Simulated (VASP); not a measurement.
# Ta2SiN2 (P6_3/mmc) in VASP: further runs

The runs below take Ta2SiN2 through relaxation of cell and atoms, with PBE.

All numbers are computed with VASP 6.6.1; they aren't measurements. Logs are shortened: lines on timing, memory, paths and dates and some standing lists are left out, and cuts for length are marked.

## 1. The crystal as given

The structure is hexagonal, space group P6_3/mmc (No. 194). The conventional cell has a = 3.484 Å, b = 3.484 Å, c = 12.807 Å, α = 90.00°, β = 90.00°, γ = 120.00°. Ta (site symmetry 3m) has 4 N at 2.08 to 2.19 Å as nearest neighbours. Around Si (site symmetry -6m2) lie 6 Ta at 2.73 Å and 6 N at 3.11 Å. Around N (site symmetry 3m) lie 4 Ta at 2.08 to 2.19 Å.

The cell was built by a generator and needn't be a form met in nature.

## 2. Relaxation of cell and atoms, PBE

File INCAR:

```
PREC = Accurate ; ENCUT = 520
EDIFF = 1E-6 ; ISMEAR = 0
SIGMA = 0.1 ; LREAL = False
LASPH = True ; NELM = 120
ALGO = Normal ; ISIF = 3
LWAVE = False ; LCHARG = False
GGA = PE ; IBRION = 2
NSW = 90 ; EDIFFG = -0.01
KPAR = 4
```

File KPOINTS:

```
regular mesh
0
Gamma
  10 10 4
```

File POSCAR:

```
Ta2SiN2
1.0
    3.4838993200      0.0000000000      0.0000000000
   -1.7419496600      3.0171453200      0.0000000000
    0.0000000000      0.0000000000     12.8070000000
Ta Si N
4 2 4
Direct
    0.6666666700      0.3333333300      0.1061138400
    0.3333333300      0.6666666700      0.8938861600
    0.3333333300      0.6666666700      0.6061138400
    0.6666666700      0.3333333300      0.3938861600
    0.0000000000      0.0000000000      0.2500000000
    0.0000000000      0.0000000000      0.7500000000
    0.6666666700      0.3333333300      0.9348012800
    0.3333333300      0.6666666700      0.0651987200
    0.3333333300      0.6666666700      0.4348012800
    0.6666666700      0.3333333300      0.5651987200
```

Potentials or basis: VASP PAW PBE potentials, release 64 (Ta_pv, Si, N).

On the command line:

```console
$ cat potpaw_PBE.64/Ta_pv/POTCAR potpaw_PBE.64/Si/POTCAR potpaw_PBE.64/N/POTCAR > POTCAR
$ mpirun -np 4 vasp_std > vasp.out
```

OUTCAR:

```text
PREC = Accurate
   ENCUT = 520
   EDIFF = 1E-6
   ISMEAR = 0
   LREAL = False
   LASPH = True
   NELM = 120
   ISIF = 3
   GGA = PE
   IBRION = 2
   NSW = 90
   EDIFFG = -0.01

 ion  position               nearest neighbor table
   1  0.667  0.333  0.106-   8 2.08   8 2.08   8 2.08   7 2.19   5 2.73   5 2.73   5 2.73   2 3.38
                             2 3.38   2 3.38
   2  0.333  0.667  0.894-   7 2.08   7 2.08   7 2.08   8 2.19   6 2.73   6 2.73   6 2.73   1 3.38
                             1 3.38   1 3.38
   3  0.333  0.667  0.606-  10 2.08  10 2.08  10 2.08   9 2.19   6 2.73   6 2.73   6 2.73   4 3.38
                             4 3.38   4 3.38
   4  0.667  0.333  0.394-   9 2.08   9 2.08   9 2.08  10 2.19   5 2.73   5 2.73   5 2.73   3 3.38
                             3 3.38   3 3.38
   5  0.000  0.000  0.250-   1 2.73   4 2.73   1 2.73   4 2.73   1 2.73   4 2.73
   6  0.000  0.000  0.750-   2 2.73   3 2.73   2 2.73   3 2.73   2 2.73   3 2.73
   7  0.667  0.333  0.935-   2 2.08   2 2.08   2 2.08   1 2.19
   8  0.333  0.667  0.065-   1 2.08   1 2.08   1 2.08   2 2.19
   9  0.333  0.667  0.435-   4 2.08   4 2.08   4 2.08   3 2.19
  10  0.667  0.333  0.565-   3 2.08   3 2.08   3 2.08   4 2.19

  LATTYP: Found a hexagonal cell.
 ALAT       =     3.4838993200
 C/A-ratio  =     3.6760534171

  Lattice vectors:

 A1 = (   3.4838993200,   0.0000000000,   0.0000000000)
 A2 = (  -1.7419496600,   3.0171453200,   0.0000000000)
 A3 = (   0.0000000000,   0.0000000000,  12.8070000000)

Analysis of symmetry for initial positions (statically):
=====================================================================
 Subroutine PRICEL returns:
 Original cell was already a primitive cell.

 Routine SETGRP: Setting up the symmetry group for a
 hexagonal supercell.

 Subroutine GETGRP returns: Found 24 space group operations
 (whereof 12 operations were pure point group operations)
 out of a pool of 24 trial point group operations.

The static configuration has the point symmetry D_3d.
 The point group associated with its full space group is D_6h.

Analysis of symmetry for dynamics (positions and initial velocities):
=====================================================================
 Subroutine PRICEL returns:
 Original cell was already a primitive cell.

 Routine SETGRP: Setting up the symmetry group for a
 hexagonal supercell.

 Subroutine GETGRP returns: Found 24 space group operations
 (whereof 12 operations were pure point group operations)
 out of a pool of 24 trial point group operations.

The dynamic configuration has the point symmetry D_3d.
 The point group associated with its full space group is D_6h.
[... 141 lines left out ...]
   LHFCALC =     F    Hartree Fock is set to
   AEXX    =    0.0000 exact exchange contribution
   IVDW    =     0    specifies the selected vdW correction
   LEPSILON=     F    determine dielectric tensor
   LRPA    =     F    only Hartree local field effects (RPA)
 conjugate gradient relaxation of ions
 non-spin polarized calculation
 Gauss-broadening in eV      SIGMA  =   0.10
  energy-cutoff  :      520.00
  volume of cell :      134.62
 maximum number of plane-waves:      3672
 NGX is ok and might be reduce to    28
   NGX = 13   NGY = 13   NGZ = 47

--------------------------------------- Ionic step        1  -------------------------------------------

 number of electron      72.0000008 magnetization

 Free energy of the ion-electron system (eV)
  ---------------------------------------------------
  ext. energy  EPLUGINS =         0.00000000
  ---------------------------------------------------
  free energy    TOTEN  =       -97.46000944 eV

  energy without entropy =      -97.44667512  energy(sigma->0) =      -97.45334228

------------------------ aborting loop because EDIFF is reached ----------------------------------------

  FORCE on cell =-STRESS in cart. coord.  units (eV):
  Direction    XX          YY          ZZ          XY          YZ          ZX
  --------------------------------------------------------------------------------------
  -------------------------------------------------------------------------------------
  Total        0.1118530      0.1118530     -0.3633911      0.0000000      0.0000000      0.0000000
  in kB        1.3312175      1.3312175     -4.3248961      0.0000000      0.0000000      0.0000000
  external PRESSURE =      -0.5541537 kB  Pullay stress =       0.0000000 kB
[... 113 lines left out ...]
  FREE ENERGIE OF THE ION-ELECTRON SYSTEM (eV)
  ---------------------------------------------------
  free  energy   TOTEN  =       -97.4632365979 eV

  energy  without entropy=      -97.4500833908  energy(sigma->0) =      -97.45665999

[... ionic steps 4 to 7 ...]

--------------------------------------- Ionic step        8  -------------------------------------------

 number of electron      72.0000011 magnetization

------------------------ aborting loop because EDIFF is reached ----------------------------------------
[... 83 lines left out ...]
--------------------------------------- Ionic step       10  -------------------------------------------

 number of electron      72.0000011 magnetization

 Free energy of the ion-electron system (eV)
  ---------------------------------------------------
  ext. energy  EPLUGINS =         0.00000000
  ---------------------------------------------------
  free energy    TOTEN  =       -97.46345727 eV

  energy without entropy =      -97.45028404  energy(sigma->0) =      -97.45687065

 E-fermi :   7.0492     XC(G=0): -11.8554

 val. band max:        7.0397463399   @ k =   0.4000   0.2000   0.5000
 cond. band min:       7.0568879140   @ k =   0.1000   0.1000   0.2500
 fundamental gap:      0.0171415741
 Fermi energy:         7.0492437548

 k-point     1 :       0.0000    0.0000    0.0000
  band No.  band energies     occupation
      1     -28.6308      2.00000
      2     -28.5956      2.00000
      3     -28.5337      2.00000
      4     -28.5337      2.00000
      5     -28.5310      2.00000
      6     -28.5310      2.00000
[... 1093 lines left out ...]
     42       8.4281      0.00000
     43       9.5755      0.00000

 [... further k-points ...]

------------------------ aborting loop because EDIFF is reached ----------------------------------------

  FORCE on cell =-STRESS in cart. coord.  units (eV):
  Direction    XX          YY          ZZ          XY          YZ          ZX
  --------------------------------------------------------------------------------------
  -------------------------------------------------------------------------------------
  Total        0.0076064      0.0076064     -0.0238589      0.0000000     -0.0000000      0.0000000
  in kB        0.0907023      0.0907023     -0.2845054      0.0000000     -0.0000000      0.0000000
  external PRESSURE =      -0.0343669 kB  Pullay stress =       0.0000000 kB
[... 25 lines left out ...]
  FREE ENERGIE OF THE ION-ELECTRON SYSTEM (eV)
  ---------------------------------------------------
  free  energy   TOTEN  =       -97.4634572711 eV

  energy  without entropy=      -97.4502840365  energy(sigma->0) =      -97.45687065

 reached required accuracy - stopping structural energy minimisation
```

OSZICAR:

```text
N       E                     dE             d eps       ncg     rms          rms(c)
DAV:   1     0.635755517220E+03    0.63576E+03   -0.38996E+04  3684   0.167E+03
DAV:   2    -0.662040092329E+02   -0.70196E+03   -0.68693E+03  4239   0.455E+02
DAV:   3    -0.113519533046E+03   -0.47316E+02   -0.46791E+02  4589   0.108E+02
[... 69 lines left out ...]
       N       E                     dE             d eps       ncg     rms          rms(c)
DAV:   1    -0.974634353702E+02   -0.26434E-04   -0.15889E-02  3624   0.694E-01    0.418E-02
DAV:   2    -0.974634643638E+02   -0.28994E-04   -0.48188E-04  3928   0.119E-01    0.194E-02
DAV:   3    -0.974634580043E+02    0.63596E-05   -0.21072E-05  4719   0.254E-02    0.788E-03
DAV:   4    -0.974634572711E+02    0.73320E-06   -0.59252E-06  3766   0.114E-02
  10 F= -.97463457E+02 E0= -.97456871E+02  d E =-.485544E-04
```

CONTCAR:

```text
Ta2SiN2
   1.00000000000000
     3.4843928144072240    0.0000000000000000    0.0000000000000000
    -1.7421964072036120    3.0175726986952509   -0.0000000000000000
     0.0000000000000000    0.0000000000000000   12.7786571831936406
  Ta              Si              N
     4     2     4
Direct
     0.6666666699999979    0.3333333300000021    0.1068289391343689
     0.3333333300000021    0.6666666699999979    0.8931710608656310
     0.3333333300000021    0.6666666699999979    0.6068289391343690
     0.6666666699999979    0.3333333300000021    0.3931710608656311
     0.0000000000000000    0.0000000000000000    0.2500000000000000
     0.0000000000000000    0.0000000000000000    0.7500000000000000
     0.6666666699999979    0.3333333300000021    0.9349008450878574
     0.3333333300000021    0.6666666699999979    0.0650991549121426
     0.3333333300000021    0.6666666699999979    0.4349008450878574
     0.6666666699999979    0.3333333300000021    0.5650991549121426

  0.00000000E+00  0.00000000E+00  0.00000000E+00
  0.00000000E+00  0.00000000E+00  0.00000000E+00
  0.00000000E+00  0.00000000E+00  0.00000000E+00
  0.00000000E+00  0.00000000E+00  0.00000000E+00
  0.00000000E+00  0.00000000E+00  0.00000000E+00
  0.00000000E+00  0.00000000E+00  0.00000000E+00
  0.00000000E+00  0.00000000E+00  0.00000000E+00
  0.00000000E+00  0.00000000E+00  0.00000000E+00
  0.00000000E+00  0.00000000E+00  0.00000000E+00
  0.00000000E+00  0.00000000E+00  0.00000000E+00
```

Run time: 2.7 min. Hardware: 4 MPI ranks of Intel Xeon 6975P-C (Granite Rapids), shared host; peak memory 0.4 GiB.

Results:

```
Free energy                            : -97.4635 eV
Relaxed volume                         : 13.44 Å³/atom
Relaxed cell                           : a = 3.484 Å, b = 3.484 Å, c = 12.779 Å, α = 90.00°, β = 90.00°, γ = 120.00°
Space group after relaxing (to 0.05 Å) : P6_3/mmc (No. 194)
Energy gained by relaxing              : 0.3 meV/atom
Ionic steps                            : 10
Pressure after relaxing                : 0.0 GPa
Largest force after relaxing           : 0.003 eV/Å
Band gap on the k mesh                 : none (metal or under the smearing width)
```

Forces in eV/Å, atoms in the order of the input:
```
Ta   0.000  0.000  0.001
Ta   0.000  0.000 -0.001
Ta   0.000  0.000  0.001
Ta   0.000  0.000 -0.001
Si   0.000  0.000  0.000
Si   0.000  0.000  0.000
N    0.000  0.000 -0.003
N    0.000  0.000  0.003
N    0.000  0.000 -0.003
N    0.000  0.000  0.003
```

Step by step:
| step | energy change (eV) | largest force (eV/Å) | pressure (GPa) | volume (Å³) |
| --- | --- | --- | --- | --- |
| 1 | 0.0000 | 0.1545 | -0.06 | 134.62 |
| 2 | -0.0032 | 0.0208 | -0.23 | 134.53 |
| 3 | -0.0032 | 0.0251 | -0.24 | 134.52 |
| 4 | -0.0031 | 0.0099 | 0.41 | 134.11 |
| 5 | -0.0034 | 0.0182 | 0.05 | 134.33 |
| 6 | -0.0034 | 0.0182 | 0.06 | 134.34 |
| 7 | -0.0034 | 0.0216 | -0.09 | 134.43 |
| 8 | -0.0034 | 0.0186 | 0.02 | 134.35 |
| 9 | -0.0034 | 0.0185 | 0.02 | 134.34 |
| 10 | -0.0034 | 0.0030 | 0.00 | 134.36 |

Final structure:
```yaml
crystal:
  lattice:
    - [3.48439, 0.00000, 0.00000]
    - [-1.74220, 3.01757, 0.00000]
    - [0.00000, 0.00000, 12.77866]
  atoms:
    - { symbol: Ta, position: [0.66667, 0.33333, 0.10683] }
    - { symbol: Ta, position: [0.33333, 0.66667, 0.89317] }
    - { symbol: Ta, position: [0.33333, 0.66667, 0.60683] }
    - { symbol: Ta, position: [0.66667, 0.33333, 0.39317] }
    - { symbol: Si, position: [0.00000, 0.00000, 0.25000] }
    - { symbol: Si, position: [0.00000, 0.00000, 0.75000] }
    - { symbol: N, position: [0.66667, 0.33333, 0.93490] }
    - { symbol: N, position: [0.33333, 0.66667, 0.06510] }
    - { symbol: N, position: [0.33333, 0.66667, 0.43490] }
    - { symbol: N, position: [0.66667, 0.33333, 0.56510] }
```

The run has no spin-orbit coupling, so splittings on Ta are missing.

## 3. Relaxation of cell and atoms, PBE

File INCAR:

```
PREC = Accurate ; ENCUT = 520
EDIFF = 1E-7 ; ISMEAR = 0
SIGMA = 0.1 ; LREAL = False
LASPH = True ; NELM = 120
ALGO = Normal ; ISIF = 3
LWAVE = False ; LCHARG = False
GGA = PE ; IBRION = 2
NSW = 60 ; EDIFFG = -0.005
POTIM = 0.3 ; KPAR = 4
```

KPOINTS is that of step 2.

File POSCAR:

```
Ta2SiN2                                 
1.0
    3.4843928144      0.0000000000      0.0000000000
   -1.7421964072      3.0175726987     -0.0000000000
    0.0000000000      0.0000000000     12.7786571832
  Ta              Si              N             
     4     2     4
Direct
     0.6666666699999979    0.3333333300000021    0.1068289391343689
     0.3333333300000021    0.6666666699999979    0.8931710608656310
     0.3333333300000021    0.6666666699999979    0.6068289391343690
     0.6666666699999979    0.3333333300000021    0.3931710608656311
     0.0000000000000000    0.0000000000000000    0.2500000000000000
     0.0000000000000000    0.0000000000000000    0.7500000000000000
     0.6666666699999979    0.3333333300000021    0.9349008450878574
     0.3333333300000021    0.6666666699999979    0.0650991549121426
     0.3333333300000021    0.6666666699999979    0.4349008450878574
     0.6666666699999979    0.3333333300000021    0.5650991549121426
```

Potentials or basis: VASP PAW PBE potentials, release 64 (Ta_pv, Si, N).

On the command line:

```console
$ cat potpaw_PBE.64/Ta_pv/POTCAR potpaw_PBE.64/Si/POTCAR potpaw_PBE.64/N/POTCAR > POTCAR
$ mpirun -np 4 vasp_std > vasp.out
```

Wall time 42 s (4 MPI ranks of Intel Xeon 6975P-C (Granite Rapids), shared host); peak memory 0.38 GiB.

It converged, with:

| Item | Value |
| --- | --- |
| Free energy | -97.4633 eV |
| Pressure after relaxing | 0.0 GPa |
| Largest force after relaxing | 0.005 eV/Å |
| Band gap on the k mesh | none (metal or under the smearing width) |

Forces in eV/Å, atoms in the order of the input:
```
Ta   0.000  0.000  0.001
Ta   0.000  0.000 -0.001
Ta   0.000  0.000  0.001
Ta   0.000  0.000 -0.001
Si   0.000  0.000  0.000
Si   0.000  0.000  0.000
N    0.000  0.000 -0.005
N    0.000  0.000  0.005
N    0.000  0.000 -0.005
N    0.000  0.000  0.005
```

Final structure:
```
Ta Si N
1.0
     3.48439    0.00000    0.00000
    -1.74220    3.01757    0.00000
     0.00000    0.00000   12.77866
Ta Si N
4 2 4
Cartesian
  1.7422 1.0059 1.3651
  0.0000 2.0117 11.4135
  0.0000 2.0117 7.7545
  1.7422 1.0059 5.0242
  0.0000 0.0000 3.1947
  0.0000 0.0000 9.5840
  1.7422 1.0059 11.9468
  0.0000 2.0117 0.8319
  0.0000 2.0117 5.5574
  1.7422 1.0059 7.2212
```

Levels at points of the mesh, in eV from the Fermi level:
| k point | band 34 | band 35 | band 36 | band 37 | band 38 | band 39 |
| --- | --- | --- | --- | --- | --- | --- |
| (0.00, 0.00, 0.00) | 0.16 | 0.16 | 0.38 | 0.59 | 0.59 | 1.15 |
| (0.50, 0.00, 0.00) | -1.71 | -1.10 | -0.89 | 0.54 | 1.05 | 1.06 |
| (0.00, 0.00, 0.50) | 0.09 | 0.09 | 0.09 | 0.83 | 0.83 | 0.83 |
| (0.50, 0.00, 0.50) | -1.84 | -1.00 | -1.00 | 0.67 | 0.67 | 1.13 |

Caveat: the relaxation stopped at its first step, so nothing moved. The run has no spin-orbit coupling, so splittings on Ta are missing.
